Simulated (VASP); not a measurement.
# Zn4Te3O (I-42m) in VASP: further runs

One crystal, Zn4Te3O, is run at these levels: PBE; tasks: equation of state.

Everything below comes from runs of VASP 6.6.1. Logs are shortened: lines on timing, memory, paths and dates and some standing lists are left out, and cuts for length are marked.

## 1. The crystal as given

It takes space group I-42m (No. 121, tetragonal). Conventional cell: a = 5.831 Å, b = 5.831 Å, c = 11.319 Å, α = 90.00°, β = 90.00°, γ = 90.00°. Zn (site symmetry m) is surrounded by 1 O at 2.06 Å. Te (site symmetry -42m) is surrounded by 4 Zn at 2.74 Å. Te (site symmetry -4) has 4 Zn at 2.65 Å as nearest neighbours. O (site symmetry -42m) has 4 Zn at 2.06 Å as nearest neighbours.

The cell was built by a generator and needn't be a form met in nature.

## 2. Equation of state, PBE, 24.05 Å³/atom

Input file INCAR:

```
PREC = Accurate
ENCUT = 520
EDIFF = 1E-6
ISMEAR = 0
SIGMA = 0.1
LREAL = F
LASPH = T
NELM = 100
ALGO = Normal
ISIF = 4
LWAVE = F
LCHARG = F
GGA = PE
IBRION = 2
NSW = 30
EDIFFG = -0.02
KPAR = 4
```

Input file KPOINTS:

```
regular mesh
0
Gamma
  8 8 8
```

Input file POSCAR:

```
Zn4Te3O
1.0
   -2.9156000000      2.9156000000      5.6592900000
    2.9156000000     -2.9156000000      5.6592900000
    2.9156000000      2.9156000000     -5.6592900000
Zn Te O
4 3 1
Direct
    0.6913370000      0.6913370000      0.5970880000
    0.0942490000      0.0942490000      0.4029120000
    0.3086630000      0.9057510000      0.0000000000
    0.9057510000      0.3086630000      0.0000000000
    0.5000000000      0.5000000000      0.0000000000
    0.2500000000      0.7500000000      0.5000000000
    0.7500000000      0.2500000000      0.5000000000
    0.0000000000      0.0000000000      0.0000000000
```

Potentials or basis: VASP PAW PBE potentials, release 64 (Zn, Te, O).

The run is started by

```console
> cat potpaw_PBE.64/Zn/POTCAR potpaw_PBE.64/Te/POTCAR potpaw_PBE.64/O/POTCAR > POTCAR
> mpirun -np 4 vasp_std > vasp.out
```

OUTCAR:

```text
PREC = Accurate
   ENCUT = 520
   EDIFF = 1E-6
   ISMEAR = 0
   LREAL = F
   LASPH = T
   NELM = 100
   ISIF = 4
   GGA = PE
   IBRION = 2
   NSW = 30
   EDIFFG = -0.02

 ion  position               nearest neighbor table
   1  0.691  0.691  0.597-   8 2.06   7 2.65   6 2.65   5 2.74
   2  0.094  0.094  0.403-   8 2.06   7 2.65   6 2.65   5 2.74
   3  0.309  0.906  0.000-   8 2.06   7 2.65   6 2.65   5 2.74
   4  0.906  0.309  0.000-   8 2.06   6 2.65   7 2.65   5 2.74
   5  0.500  0.500  0.000-   1 2.74   3 2.74   4 2.74   2 2.74
   6  0.250  0.750  0.500-   4 2.65   2 2.65   3 2.65   1 2.65
   7  0.750  0.250  0.500-   3 2.65   2 2.65   4 2.65   1 2.65
   8  0.000  0.000  0.000-   2 2.06   1 2.06   3 2.06   4 2.06

  LATTYP: Found a body centered tetragonal cell.
 ALAT       =     5.8312000000
 C/A-ratio  =     1.9410378653

  Lattice vectors:

 A1 = (  -2.9156000000,   2.9156000000,   5.6592900000)
 A2 = (   2.9156000000,  -2.9156000000,   5.6592900000)
 A3 = (   2.9156000000,   2.9156000000,  -5.6592900000)

Analysis of symmetry for initial positions (statically):
=====================================================================
 Subroutine PRICEL returns:
 Original cell was already a primitive cell.

 Routine SETGRP: Setting up the symmetry group for a
 body centered tetragonal supercell.

 Subroutine GETGRP returns: Found  8 space group operations
 (whereof  8 operations were pure point group operations)
 out of a pool of 16 trial point group operations.

The static configuration has the point symmetry D_2d.

Analysis of symmetry for dynamics (positions and initial velocities):
=====================================================================
 Subroutine PRICEL returns:
 Original cell was already a primitive cell.

 Routine SETGRP: Setting up the symmetry group for a
 body centered tetragonal supercell.

 Subroutine GETGRP returns: Found  8 space group operations
 (whereof  8 operations were pure point group operations)
 out of a pool of 16 trial point group operations.

The dynamic configuration has the point symmetry D_2d.

 Subroutine INISYM returns: Found  8 space group operations
 (whereof  8 operations are pure point group operations),
 and found     1 'primitive' translations

----------------------------------------------------------------------------------------

                                     Primitive cell

  volume of cell :     192.4322

  direct lattice vectors                    reciprocal lattice vectors
    -2.915600000  2.915600000  5.659290000     0.000000000  0.171491288  0.088350305
     2.915600000 -2.915600000  5.659290000     0.171491288  0.000000000  0.088350305
     2.915600000  2.915600000 -5.659290000     0.171491288  0.171491288  0.000000000

  length of vectors
     7.002071838  7.002071838  7.002071838     0.192911997  0.192911997  0.242525306

  position of ions in fractional coordinates (direct lattice)
     0.691337000  0.691337000  0.597088000
     0.094249000  0.094249000  0.402912000
     0.308663000  0.905751000  0.000000000
     0.905751000  0.308663000  0.000000000
     0.500000000  0.500000000  0.000000000
     0.250000000  0.750000000  0.500000000
     0.750000000  0.250000000  0.500000000
     0.000000000  0.000000000  0.000000000

  ion indices of the primitive-cell ions
   primitive index   ion index
                 1           1
                 2           2
                 3           3
                 4           4
                 5           5
                 6           6
                 7           7
                 8           8

----------------------------------------------------------------------------------------

 KPOINTS: regular mesh

Automatic generation of k-mesh.
 Grid dimensions read from file:
 generate k-points for:    8    8    8

 Generating k-lattice:

  Cartesian coordinates                     Fractional coordinates (reciprocal lattice)
     0.000000000  0.021436411  0.011043788     0.125000000  0.000000000  0.000000000
     0.021436411  0.000000000  0.011043788     0.000000000  0.125000000  0.000000000
     0.021436411  0.021436411  0.000000000     0.000000000  0.000000000  0.125000000

  Length of vectors
     0.024114000  0.024114000  0.030315663

  Shift w.r.t. Gamma in fractional coordinates (k-lattice)
     0.000000000  0.000000000  0.000000000

 Subroutine IBZKPT returns following result:
 ===========================================

 Found     59 irreducible k-points:

 Following reciprocal coordinates:
            Coordinates               Weight
  0.000000  0.000000  0.000000      1.000000
  0.125000  0.000000  0.000000      8.000000
  0.250000  0.000000  0.000000      8.000000
  0.375000  0.000000 -0.000000      8.000000
  0.500000  0.000000  0.000000      4.000000
  0.125000  0.125000  0.000000      8.000000
[... 16 lines left out ...]
  0.250000  0.125000  0.125000     16.000000
  0.375000  0.125000  0.125000      8.000000
 [... further k-points ...]
   k-points           NKPTS =     59   k-points in BZ     NKDIM =     59   number of bands    NBANDS=     43
   number of dos      NEDOS =    301   number of ions     NIONS =      8
   total plane-waves  NPLWV = 157464
   dimension x,y,z NGX =    54 NGY =   54 NGZ =   54
   dimension x,y,z NGXF=   108 NGYF=  108 NGZF=  108
   ions per type =               4   3   1
   NGX,Y,Z   is equivalent  to a cutoff of  12.82, 12.82, 12.82 a.u.
   NGXF,Y,Z  is equivalent  to a cutoff of  25.64, 25.64, 25.64 a.u.
 SYSTEM =  unknown system
   PREC   = accura    normal or accurate (medium, high low for compatibility)
   ISTART =      0    job   : 0-new  1-cont  2-samecut
   ICHARG =      2    charge: 1-file 2-atom 10-const
   ISPIN  =      1    spin polarized calculation?
   LNONCOLLINEAR =      F non collinear calculations
   LSORBIT =      F    spin-orbit coupling
   LASPH  =      T    aspherical Exc in radial PAW
   ENCUT  =  520.0 eV  38.22 Ry    6.18 a.u.  13.02 13.02 13.02*2*pi/ulx,y,z
   NELM   =    100;   NELMIN=  2; NELMDL= -5     # of ELM steps
   EDIFF  = 0.1E-05   stopping-criterion for ELM
   LREAL  =      F    real-space projection
   EDIFFG = -.2E-01   stopping-criterion for IOM
   NSW    =     30    number of steps for IOM
   IBRION =      2    ionic relax: 0-MD 1-quasi-New 2-CG
   NFREE  =      1    steps in history (QN), initial steepest desc. (CG)
   ISIF   =      4    stress and relaxation
   ISYM   =      2    0-nonsym 1-usesym 2-fastsym
   POTIM  = 0.5000    time-step for ionic-motion
   TEBEG  =    0.0;   TEEND  =   0.0 temperature during run
   PSTRESS=    0.0 pullay stress
   NELECT =      72.0000    total number of electrons
   NUPDOWN=      -1.0000    fix difference up-down
   EMIN   =  10.00;   EMAX   =-10.00  energy-range for DOS
   EFERMI =   0.00;   METHOD = LEGACY
   ISMEAR =     0;   SIGMA  =   0.10  broadening in eV -4-tet -1-fermi 0-gaus
   EFERMI_NEDOS =   21; number of points for ismear=-14 and -15
   IALGO  =     38    algorithm
   IMIX   =      4    mixing-type and parameters
     AMIX     =   0.40;   BMIX     =  1.00
     AMIX_MAG =   1.60;   BMIX_MAG =  1.00
  volume/ion in A,a.u.               =      24.05       162.32
  Fermi-wavevector in a.u.,A,eV,Ry     =   1.179668  2.229249 18.934086  1.391616
  Thomas-Fermi vector in A             =   2.315974
   LORBIT       =      0    0 simple, 1 ext, 2 COOP (PROOUT), +10 PAW based schemes
   GGA     = PE    functional components
   LHFCALC =     F    Hartree Fock is set to
   AEXX    =    0.0000 exact exchange contribution
   IVDW    =     0    specifies the selected vdW correction
   LEPSILON=     F    determine dielectric tensor
   LRPA    =     F    only Hartree local field effects (RPA)
 conjugate gradient relaxation of ions
 non-spin polarized calculation
 Gauss-broadening in eV      SIGMA  =   0.10
  energy-cutoff  :      520.00
  volume of cell :      192.43
 maximum number of plane-waves:      5202
 NGX is ok and might be reduce to    54
   NGX = 25   NGY = 25   NGZ = 25

 number of electron      72.0000009 magnetization

 Free energy of the ion-electron system (eV)
  ---------------------------------------------------
  ext. energy  EPLUGINS =         0.00000000
  ---------------------------------------------------
  free energy    TOTEN  =       -23.56232952 eV

  energy without entropy =      -23.56226791  energy(sigma->0) =      -23.56229872

 E-fermi :   3.1611     XC(G=0):  -9.3301

 val. band max:        2.9776707737   @ k =   0.0000   0.0000   0.0000
 cond. band min:       3.2839715327   @ k =   0.0000   0.0000   0.0000
 fundamental gap:      0.3063007591
 Fermi energy:         3.1611386359

 k-point     1 :       0.0000    0.0000    0.0000
  band No.  band energies     occupation
      1     -15.2431      2.00000
      2      -8.3876      2.00000
      3      -7.2475      2.00000
      4      -6.9971      2.00000
      5      -3.9131      2.00000
      6      -3.8831      2.00000
[... 35 lines left out ...]
     42       7.6716      0.00000
     43       8.8624      0.00000

 k-point     2 :       0.1250    0.0000    0.0000
  band No.  band energies     occupation
      1     -15.2427      2.00000
      2      -8.3459      2.00000
      3      -7.2824      2.00000
      4      -7.0238      2.00000
      5      -3.9072      2.00000
      6      -3.8846      2.00000
[... 35 lines left out ...]
     42       7.5266      0.00000
     43       8.4751      0.00000

 k-point     3 :       0.2500    0.0000    0.0000
  band No.  band energies     occupation
      1     -15.2417      2.00000
      2      -8.2255      2.00000
      3      -7.3858      2.00000
      4      -7.0902      2.00000
      5      -3.8930      2.00000
      6      -3.8880      2.00000
[... 35 lines left out ...]
     42       7.5600      0.00000
     43       7.8001      0.00000

 k-point     4 :       0.3750    0.0000   -0.0000
  band No.  band energies     occupation
      1     -15.2407      2.00000
      2      -8.0450      2.00000
      3      -7.5530      2.00000
      4      -7.1549      2.00000
      5      -3.8915      2.00000
      6      -3.8790      2.00000
[... 863 lines left out ...]
     42       7.7668      0.00000
     43       8.4063      0.00000

 k-point    23 :       0.2500    0.1250    0.1250
  band No.  band energies     occupation
      1     -15.2400      2.00000
      2      -7.9447      2.00000
      3      -7.5706      2.00000
      4      -7.2243      2.00000
      5      -3.8699      2.00000
      6      -3.8644      2.00000
[... 35 lines left out ...]
     42       7.7553      0.00000
     43       8.1860      0.00000

 k-point    24 :       0.3750    0.1250    0.1250
  band No.  band energies     occupation
      1     -15.2397      2.00000
      2      -7.8057      2.00000
      3      -7.6860      2.00000
      4      -7.2588      2.00000
      5      -3.8676      2.00000
      6      -3.8591      2.00000
[... 35 lines left out ...]
     42       7.8704      0.00000
     43       8.2230      0.00000

 [... further k-points ...]

------------------------ aborting loop because EDIFF is reached ----------------------------------------

  FORCE on cell =-STRESS in cart. coord.  units (eV):
  Direction    XX          YY          ZZ          XY          YZ          ZX
  --------------------------------------------------------------------------------------
  -------------------------------------------------------------------------------------
  Total       -0.0173708     -0.0173708     -0.0466103      0.0000000     -0.0000000      0.0000000
  in kB       -0.1446277     -0.1446277     -0.3880738      0.0000000     -0.0000000      0.0000000
  external PRESSURE =      -0.2257764 kB  Pullay stress =       0.0000000 kB

 VOLUME and BASIS-vectors are now :
 -----------------------------------------------------------------------------
  energy-cutoff  :      520.00
  volume of cell :      192.43
      direct lattice vectors                 reciprocal lattice vectors
    -2.915600000  2.915600000  5.659290000     0.000000000  0.171491288  0.088350305
     2.915600000 -2.915600000  5.659290000     0.171491288  0.000000000  0.088350305
     2.915600000  2.915600000 -5.659290000     0.171491288  0.171491288  0.000000000

 POSITION                                       TOTAL-FORCE (eV/Angst)
 -----------------------------------------------------------------------------------
      1.74087      1.74087      4.44586         0.004387      0.004387      0.002505
      1.17473      1.17473     -1.21343        -0.004387     -0.004387      0.002505
      1.74087     -1.74087      6.87272         0.004387     -0.004387     -0.002505
     -1.74087      1.74087      6.87272        -0.004387      0.004387     -0.002505
      0.00000      0.00000      5.65929        -0.000000     -0.000000     -0.000000
      2.91560     -0.00000      2.82965        -0.000000     -0.000000     -0.000000
     -0.00000      2.91560      2.82965         0.000000     -0.000000     -0.000000
      0.00000      0.00000      0.00000         0.000000     -0.000000     -0.000000
 -----------------------------------------------------------------------------------
    total drift:                               -0.000015     -0.000015     -0.000019

  FREE ENERGIE OF THE ION-ELECTRON SYSTEM (eV)
  ---------------------------------------------------
  free  energy   TOTEN  =       -23.5623295208 eV

  energy  without entropy=      -23.5622679147  energy(sigma->0) =      -23.56229872

 reached required accuracy - stopping structural energy minimisation
```

Run time: 2.4 min. Hardware: 4 MPI ranks of AMD EPYC 9R45 (Zen 5), shared host; peak memory 0.66 GiB.

What came out:

```yaml
Free_energy: -23.5623 eV
Pressure: 0.0 GPa
Largest_force: 0.007 eV/Å
Band_gap_on_the_k_mesh: 0.31 eV, direct
```

Caveat: spin-orbit coupling is left out, which moves the levels of the heavy elements.

## 3. Equation of state, PBE, 23.33 Å³/atom (volume scaled by 0.97)

INCAR is that of step 2.

KPOINTS is that of step 2.

POSCAR: that of step 2 with these lines changed.

```diff
@@ -2,5 +2,5 @@
 1.0
-   -2.9156000000      2.9156000000      5.6592900000
-    2.9156000000     -2.9156000000      5.6592900000
-    2.9156000000      2.9156000000     -5.6592900000
+   -2.8861474813      2.8861474813      5.6021215460
+    2.8861474813     -2.8861474813      5.6021215460
+    2.8861474813      2.8861474813     -5.6021215460
 Zn Te O
```

Potentials or basis: VASP PAW PBE potentials, release 64 (Zn, Te, O).

The run is started by

```console
> cat potpaw_PBE.64/Zn/POTCAR potpaw_PBE.64/Te/POTCAR potpaw_PBE.64/O/POTCAR > POTCAR
> mpirun -np 4 vasp_std > vasp.out
```

Wall time 2.4 min (4 MPI ranks of AMD EPYC 9R45 (Zen 5), shared host); peak memory 0.65 GiB.

Results (log left out):

```yaml
Free_energy: -23.5303 eV
Pressure: 1.8 GPa
Largest_force: 0.007 eV/Å
Band_gap_on_the_k_mesh: 0.40 eV, direct
```

Caveat: spin-orbit coupling is left out, which moves the levels of the heavy elements.

## 4. Equation of state, PBE, 24.78 Å³/atom (volume scaled by 1.03)

INCAR is that of step 3.

KPOINTS is that of step 3.

POSCAR: that of step 3 with these lines changed.

```diff
@@ -2,5 +2,5 @@
 1.0
-   -2.8861474813      2.8861474813      5.6021215460
-    2.8861474813     -2.8861474813      5.6021215460
-    2.8861474813      2.8861474813     -5.6021215460
+   -2.9444692042      2.9444692042      5.7153262186
+    2.9444692042     -2.9444692042      5.7153262186
+    2.9444692042      2.9444692042     -5.7153262186
 Zn Te O
```

The run is started by

```console
> cat potpaw_PBE.64/Zn/POTCAR potpaw_PBE.64/Te/POTCAR potpaw_PBE.64/O/POTCAR > POTCAR
> mpirun -np 4 vasp_std > vasp.out
```

Wall time 2.4 min (4 MPI ranks of AMD EPYC 9R45 (Zen 5), shared host); peak memory 0.67 GiB.

The run converged. Its results:

```yaml
Free_energy: -23.5342 eV
Pressure: -1.6 GPa
Largest_force: 0.014 eV/Å
Band_gap_on_the_k_mesh: 0.21 eV, direct
```

Caveat: spin-orbit coupling is left out, which moves the levels of the heavy elements.

## 5. Equation of state, PBE, 22.61 Å³/atom (volume scaled by 0.94)

INCAR is that of step 4.

KPOINTS is that of step 4.

POSCAR: that of step 4 with these lines changed.

```diff
@@ -2,5 +2,5 @@
 1.0
-   -2.9444692042      2.9444692042      5.7153262186
-    2.9444692042     -2.9444692042      5.7153262186
-    2.9444692042      2.9444692042     -5.7153262186
+   -2.8560812586      2.8560812586      5.5437618692
+    2.8560812586     -2.8560812586      5.5437618692
+    2.8560812586      2.8560812586     -5.5437618692
 Zn Te O
```

The run is started by

```console
> cat potpaw_PBE.64/Zn/POTCAR potpaw_PBE.64/Te/POTCAR potpaw_PBE.64/O/POTCAR > POTCAR
> mpirun -np 4 vasp_std > vasp.out
```

Run time: 2.3 min. Hardware: 4 MPI ranks of AMD EPYC 9R45 (Zen 5), shared host; peak memory 0.64 GiB.

It converged, with:

* Free energy: -23.4270 eV
* Pressure: 4.0 GPa
* Largest force: 0.016 eV/Å
* Band gap on the k mesh: 0.50 eV, direct

Caveat: spin-orbit coupling is left out, which moves the levels of the heavy elements.

## 6. Equation of state, PBE, 25.50 Å³/atom (volume scaled by 1.06)

INCAR is that of step 5.

KPOINTS is that of step 5.

POSCAR: that of step 5 with these lines changed.

```diff
@@ -2,5 +2,5 @@
 1.0
-   -2.8560812586      2.8560812586      5.5437618692
-    2.8560812586     -2.8560812586      5.5437618692
-    2.8560812586      2.8560812586     -5.5437618692
+   -2.9727831451      2.9727831451      5.7702846498
+    2.9727831451     -2.9727831451      5.7702846498
+    2.9727831451      2.9727831451     -5.7702846498
 Zn Te O
```

Potentials or basis: VASP PAW PBE potentials, release 64 (Zn, Te, O).

The run is started by

```console
> cat potpaw_PBE.64/Zn/POTCAR potpaw_PBE.64/Te/POTCAR potpaw_PBE.64/O/POTCAR > POTCAR
> mpirun -np 4 vasp_std > vasp.out
```

Wall time 3.1 min (4 MPI ranks of AMD EPYC 9R45 (Zen 5), shared host); peak memory 0.69 GiB.

Results (log left out):

| Quantity | Value |
| --- | --- |
| Free energy | -23.4554 eV |
| Pressure | -2.8 GPa |
| Largest force | 0.017 eV/Å |
| Band gap on the k mesh | 0.12 eV, direct |

Caveat: spin-orbit coupling is left out, which moves the levels of the heavy elements.
